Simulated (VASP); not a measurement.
# Sc (Im-3m) in VASP: notebook

The runs below take Sc through single point, relaxation of cell and atoms, with LDA.

Everything below comes from runs of VASP 6.6.1. Logs are shortened: lines on timing, memory, paths and dates and some standing lists are left out, and cuts for length are marked.

### Step 1. The crystal as given

The structure is cubic, space group Im-3m (No. 229). The conventional cell has a = 3.574 Å, b = 3.574 Å, c = 3.574 Å, α = 90.00°, β = 90.00°, γ = 90.00°. Sc (site symmetry m-3m) is surrounded by 8 Sc at 3.09 Å.

The cell was built by a generator and needn't be a form met in nature.

### Step 2. Single point, LDA

INCAR

```
SYSTEM = Sc
PREC     = Accurate       ! precision mode
ENCUT    = 520            ! plane-wave cutoff, eV
EDIFF    = 1E-7           ! SCF threshold, eV
ISMEAR   = -1             ! smearing method
SIGMA    = 0.1            ! smearing width, eV
LREAL    = .False.        ! projectors in reciprocal space
LASPH    = .True.         ! aspherical terms in the spheres
NELM     = 100            ! most SCF steps
ALGO     = Normal         ! electronic algorithm
ISIF     = 2              ! what is computed and relaxed
LWAVE    = .False.        ! write WAVECAR
LCHARG   = .False.        ! write CHGCAR
GGA      = CA             ! functional
NBANDS   = 18             ! bands
```

KPOINTS

```
Automatic mesh
0
Gamma
  6 6 6
  0 0 0
```

POSCAR

```
Sc
1.0
    3.5736180898      0.0000000000      0.0000000000
    0.0000000000      3.5736180898      0.0000000000
    0.0000000000      0.0000000000      3.5736180898
Sc
2
Direct
    0.0000000000      0.0000000000      0.0000000000
    0.5000000000      0.5000000000      0.5000000000
```

Potentials or basis: VASP PAW LDA potentials, release 64 (Sc_sv).

Launch:

```
cat potpaw_LDA.64/Sc_sv/POTCAR > POTCAR
mpirun -np 1 vasp_std > vasp.out
```

OUTCAR:

```text
SYSTEM = Sc
   PREC = Accurate
   ENCUT = 520
   EDIFF = 1E-7
   ISMEAR = -1
   LREAL = .False.
   LASPH = .True.
   NELM = 100
   ISIF = 2
   GGA = CA

 ion  position               nearest neighbor table
   1  0.000  0.000  0.000-   2 3.09   2 3.09   2 3.09   2 3.09   2 3.09   2 3.09   2 3.09   2 3.09

   2  0.500  0.500  0.500-   1 3.09   1 3.09   1 3.09   1 3.09   1 3.09   1 3.09   1 3.09   1 3.09

  LATTYP: Found a simple cubic cell.
 ALAT       =     3.5736180898

  Lattice vectors:

 A1 = (   3.5736180898,   0.0000000000,   0.0000000000)
 A2 = (   0.0000000000,   3.5736180898,   0.0000000000)
 A3 = (   0.0000000000,   0.0000000000,   3.5736180898)

Analysis of symmetry for initial positions (statically):
=====================================================================
 Subroutine PRICEL returns following result:

  LATTYP: Found a body centered cubic cell.
 ALAT       =     3.5736180898

  Lattice vectors:

 A1 = (   1.7868090449,   1.7868090449,  -1.7868090449)
 A2 = (  -1.7868090449,   1.7868090449,   1.7868090449)
 A3 = (   1.7868090449,  -1.7868090449,   1.7868090449)

   2 primitive cells build up your supercell.

 Routine SETGRP: Setting up the symmetry group for a
 simple cubic supercell.

 Subroutine GETGRP returns: Found 48 space group operations
 (whereof 48 operations were pure point group operations)
 out of a pool of 48 trial point group operations.

The static configuration has the point symmetry O_h .

Analysis of symmetry for dynamics (positions and initial velocities):
=====================================================================
 Subroutine PRICEL returns following result:

  LATTYP: Found a body centered cubic cell.
 ALAT       =     3.5736180898

  Lattice vectors:

 A1 = (   1.7868090449,   1.7868090449,  -1.7868090449)
 A2 = (  -1.7868090449,   1.7868090449,   1.7868090449)
 A3 = (   1.7868090449,  -1.7868090449,   1.7868090449)

   2 primitive cells build up your supercell.

 Routine SETGRP: Setting up the symmetry group for a
 simple cubic supercell.

 Subroutine GETGRP returns: Found 48 space group operations
 (whereof 48 operations were pure point group operations)
 out of a pool of 48 trial point group operations.

The dynamic configuration has the point symmetry O_h .
[... 84 lines left out ...]
   ISTART =      0    job   : 0-new  1-cont  2-samecut
   ICHARG =      2    charge: 1-file 2-atom 10-const
   ISPIN  =      1    spin polarized calculation?
   LNONCOLLINEAR =      F non collinear calculations
   LSORBIT =      F    spin-orbit coupling
   LASPH  =      T    aspherical Exc in radial PAW
   ENCUT  =  520.0 eV  38.22 Ry    6.18 a.u.   6.64  6.64  6.64*2*pi/ulx,y,z
   NELM   =    100;   NELMIN=  2; NELMDL= -5     # of ELM steps
   EDIFF  = 0.1E-06   stopping-criterion for ELM
   LREAL  =      F    real-space projection
   EDIFFG = 0.1E-05   stopping-criterion for IOM
   NSW    =      0    number of steps for IOM
   IBRION =     -1    ionic relax: 0-MD 1-quasi-New 2-CG
   NFREE  =      0    steps in history (QN), initial steepest desc. (CG)
   ISIF   =      2    stress and relaxation
   ISYM   =      2    0-nonsym 1-usesym 2-fastsym
   POTIM  = 0.5000    time-step for ionic-motion
   TEBEG  =    0.0;   TEEND  =   0.0 temperature during run
   PSTRESS=    0.0 pullay stress
   NELECT =      22.0000    total number of electrons
   NUPDOWN=      -1.0000    fix difference up-down
   EMIN   =  10.00;   EMAX   =-10.00  energy-range for DOS
   EFERMI =   0.00;   METHOD = LEGACY
   ISMEAR =    -1;   SIGMA  =   0.10  broadening in eV -4-tet -1-fermi 0-gaus
   EFERMI_NEDOS =   21; number of points for ismear=-14 and -15
   IALGO  =     38    algorithm
   IMIX   =      4    mixing-type and parameters
     AMIX     =   0.40;   BMIX     =  1.00
     AMIX_MAG =   1.60;   BMIX_MAG =  1.00
  volume/ion in A,a.u.               =      22.82       153.99
  Fermi-wavevector in a.u.,A,eV,Ry     =   1.283633  2.425715 22.418510  1.647714
  Thomas-Fermi vector in A             =   2.415874
   LORBIT       =      0    0 simple, 1 ext, 2 COOP (PROOUT), +10 PAW based schemes
   GGA     = CA    functional components
   LHFCALC =     F    Hartree Fock is set to
   AEXX    =    0.0000 exact exchange contribution
   IVDW    =     0    specifies the selected vdW correction
   LEPSILON=     F    determine dielectric tensor
   LRPA    =     F    only Hartree local field effects (RPA)
 non-spin polarized calculation
  energy-cutoff  :      520.00
  volume of cell :       45.64
 maximum number of plane-waves:      1253
 NGX is ok and might be reduce to    28
   NGX = 13   NGY = 13   NGZ = 13

 number of electron      22.0000002 magnetization

 Free energy of the ion-electron system (eV)
  ---------------------------------------------------
  ext. energy  EPLUGINS =         0.00000000
  ---------------------------------------------------
  free energy    TOTEN  =       -13.29094847 eV

  energy without entropy =      -13.13625485  energy(sigma->0) =      -13.21360166

 E-fermi :   4.0402     XC(G=0): -10.4694

 val. band max:        4.0319046341   @ k =   0.3333   0.3333   0.3333
 cond. band min:       4.0414852892   @ k =   0.5000   0.5000   0.3333
 fundamental gap:      0.0095806550
 Fermi energy:         4.0401837743

 k-point     1 :       0.0000    0.0000    0.0000
  band No.  band energies     occupation
      1     -44.7350      2.00000
      2     -44.5750      2.00000
      3     -23.7896      2.00000
      4     -23.7896      2.00000
      5     -23.7896      2.00000
      6     -23.4242      2.00000
[... 397 lines left out ...]
      5     -23.6860      2.00000
      6     -23.6860      2.00000
[... 10 lines left out ...]
     17       7.5181      0.00000
     18       7.5181      0.00000

------------------------ aborting loop because EDIFF is reached ----------------------------------------

  FORCE on cell =-STRESS in cart. coord.  units (eV):
  Direction    XX          YY          ZZ          XY          YZ          ZX
  --------------------------------------------------------------------------------------
  -------------------------------------------------------------------------------------
  Total        0.0213768      0.0213768      0.0213768     -0.0000000      0.0000000      0.0000000
  in kB        0.7504625      0.7504625      0.7504625     -0.0000000      0.0000000      0.0000000
  external PRESSURE =       0.7504625 kB  Pullay stress =       0.0000000 kB

 VOLUME and BASIS-vectors are now :
 -----------------------------------------------------------------------------
  energy-cutoff  :      520.00
  volume of cell :       45.64
      direct lattice vectors                 reciprocal lattice vectors
     3.573618090  0.000000000  0.000000000     0.279828447  0.000000000  0.000000000
     0.000000000  3.573618090  0.000000000     0.000000000  0.279828447  0.000000000
     0.000000000  0.000000000  3.573618090     0.000000000  0.000000000  0.279828447

 POSITION                                       TOTAL-FORCE (eV/Angst)
 -----------------------------------------------------------------------------------
      0.00000      0.00000      0.00000         0.000000      0.000000     -0.000000
      1.78681      1.78681      1.78681        -0.000000     -0.000000      0.000000
 -----------------------------------------------------------------------------------
    total drift:                                0.000000      0.000000      0.000000

  FREE ENERGIE OF THE ION-ELECTRON SYSTEM (eV)
  ---------------------------------------------------
  free  energy   TOTEN  =       -13.2909484668 eV

  energy  without entropy=      -13.1362548501  energy(sigma->0) =      -13.21360166
```

stdout:

```text
POSCAR found type information on POSCAR Sc
 POSCAR found :  1 types and       2 ions
 scaLAPACK will be used
 LDA part: xc-table for (Slater(with rela. corr.)+CA(PZ))
 , standard interpolation
 POSCAR, INCAR and KPOINTS ok, starting setup
 FFT: planning ... GRIDC
 FFT: planning ... GRID_SOFT
 FFT: planning ... GRID
 WAVECAR not read
 entering main loop
```

It took 16 s on 1 thread of Intel Xeon Platinum 8488C (Sapphire Rapids), shared host; peak memory 0.14 GiB.

What came out:

| Property | Result |
| --- | --- |
| Free energy | -13.2909 eV |
| Pressure | 0.1 GPa |
| Band gap on the k mesh | none (metal or under the smearing width) |

### Step 3. Relaxation of cell and atoms, LDA

This run uses another cell than the first one, of 24.92 Å³/atom, 1.092 times its volume.

INCAR

```
SYSTEM = Sc
PREC = Accurate
ENCUT = 600
EDIFF = 1E-6
ISMEAR = -1
SIGMA = 0.1
LREAL = .FALSE.
LASPH = .TRUE.
NELM = 100
ALGO = Normal
ISIF = 3
LWAVE = .FALSE.
LCHARG = .FALSE.
GGA = CA
IBRION = 2
NSW = 80
EDIFFG = -0.02
```

KPOINTS

```
regular mesh
0
G
  6 6 6
  0 0 0
```

POSCAR

```
Sc
1.0
    3.6800000000      0.0000000000      0.0000000000
    0.0000000000      3.6800000000      0.0000000000
    0.0000000000      0.0000000000      3.6800000000
Sc
2
Direct
    0.0000000000      0.0000000000      0.0000000000
    0.5000000000      0.5000000000      0.5000000000
```

Potentials or basis: VASP PAW LDA potentials, release 64 (Sc_sv).

Launch:

```
cat potpaw_LDA.64/Sc_sv/POTCAR > POTCAR
mpirun -np 1 vasp_std > vasp.out
```

OUTCAR:

```text
SYSTEM = Sc
   PREC = Accurate
   ENCUT = 600
   EDIFF = 1E-6
   ISMEAR = -1
   LREAL = .FALSE.
   LASPH = .TRUE.
   NELM = 100
   ISIF = 3
   GGA = CA
   IBRION = 2
   NSW = 80
   EDIFFG = -0.02

 ion  position               nearest neighbor table
   1  0.000  0.000  0.000-   2 3.19   2 3.19   2 3.19   2 3.19   2 3.19   2 3.19   2 3.19   2 3.19

   2  0.500  0.500  0.500-   1 3.19   1 3.19   1 3.19   1 3.19   1 3.19   1 3.19   1 3.19   1 3.19

  LATTYP: Found a simple cubic cell.
 ALAT       =     3.6800000000

  Lattice vectors:

 A1 = (   3.6800000000,   0.0000000000,   0.0000000000)
 A2 = (   0.0000000000,   3.6800000000,   0.0000000000)
 A3 = (   0.0000000000,   0.0000000000,   3.6800000000)

Analysis of symmetry for initial positions (statically):
[... 197 lines left out ...]
  in kB      -44.6426402    -44.6426402    -44.6426402      0.0000000     -0.0000000      0.0000000
  external PRESSURE =     -44.6426402 kB  Pullay stress =       0.0000000 kB
[... 59 lines left out ...]
--------------------------------------- Ionic step        3  -------------------------------------------

 number of electron      22.0000005 magnetization

 Free energy of the ion-electron system (eV)
  ---------------------------------------------------
  ext. energy  EPLUGINS =         0.00000000
  ---------------------------------------------------
  free energy    TOTEN  =       -13.29134188 eV

  energy without entropy =      -13.13656524  energy(sigma->0) =      -13.21395356

 E-fermi :   4.0277     XC(G=0): -10.4612

 val. band max:        4.0275568793   @ k =   0.5000   0.5000   0.3333
 cond. band min:       4.0623306536   @ k =   0.5000   0.3333   0.3333
 fundamental gap:      0.0347737743
 Fermi energy:         4.0277414472

 k-point     1 :       0.0000    0.0000    0.0000
  band No.  band energies     occupation
      1     -44.7524      2.00000
      2     -44.5936      2.00000
      3     -23.8062      2.00000
      4     -23.8062      2.00000
      5     -23.8062      2.00000
      6     -23.4430      2.00000
      7     -23.4430      2.00000
      8     -23.4430      2.00000
      9      -1.2972      2.00000
     10       2.6374      2.00000
     11       2.6374      2.00000
     12       5.5088      0.00000
     13       5.5088      0.00000
     14       5.5088      0.00000
[... 370 lines left out ...]
  FREE ENERGIE OF THE ION-ELECTRON SYSTEM (eV)
  ---------------------------------------------------
  free  energy   TOTEN  =       -13.2913418849 eV

  energy  without entropy=      -13.1365652350  energy(sigma->0) =      -13.21395356

 reached required accuracy - stopping structural energy minimisation
```

It took 43 s on 1 thread of Intel Xeon Platinum 8488C (Sapphire Rapids), shared host; peak memory 0.15 GiB.

Results:

- Free energy: -13.2913 eV
- Relaxed volume: 22.86 Å³/atom
- Relaxed cell: a = 3.576 Å, b = 3.576 Å, c = 3.576 Å, α = 90.00°, β = 90.00°, γ = 90.00°
- Space group after relaxing (to 0.05 Å): Im-3m (No. 229)
- Energy gained by relaxing: 30.3 meV/atom
- Ionic steps: 3
- Pressure after relaxing: 0.0 GPa
- Band gap on the k mesh: none (metal or under the smearing width)

The path:
| step | energy change (eV) | largest force (eV/Å) | pressure (GPa) | volume (Å³) |
| --- | --- | --- | --- | --- |
| 1 | 0.0000 | 0.0000 | -4.46 | 49.84 |
| 2 | -0.0583 | 0.0000 | 1.00 | 44.99 |
| 3 | -0.0606 | 0.0000 | 0.05 | 45.73 |

Final structure:
```xyz
2
Lattice="3.5759 0.0000 0.0000 0.0000 3.5759 0.0000 0.0000 0.0000 3.5759" Properties=species:S:1:pos:R:3 pbc="T T T"
Sc    0.0000    3.5759    0.0000
Sc    1.7880    1.7880    1.7880
```

[end of part 1 of 2]
